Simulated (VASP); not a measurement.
Input:

```
CELL_PARAMETERS angstrom
      0.00000     3.04427     3.04427
      3.04427     0.00000     3.04427
      3.04427     3.04427     0.00000
ATOMIC_POSITIONS crystal
  Tb 0.00000 0.00000 0.00000
  Te 0.50000 0.50000 0.50000
```

Level of theory: PBEsol GGA with spin-orbit coupling, VASP's PBE PAW potentials (set 64) (plane waves; VASP 6.6.1). Settings: 400 eV cut-off, 9×9×9 Γ-centred mesh, Gaussian smearing of 0.050 eV, potentials Tb_3 Te.

The 4f electrons are frozen in the core of the lanthanide potential, so 4f levels, which can set the real gap, and their magnetism are missing.

Question: Predict the energy per atom (σ→0), band gap (over mesh and band path) with the smallest direct gap where there is one.

Answer: 
The band gap (over mesh and band path) comes out as none (metal, semimetal or under 0.01 eV) and the energy per atom (σ→0) is -5.809 eV/atom.

The structure comes from a computed database's TbTe entry (Fm-3m); how it stands against other phases isn't given here. It was relaxed first.
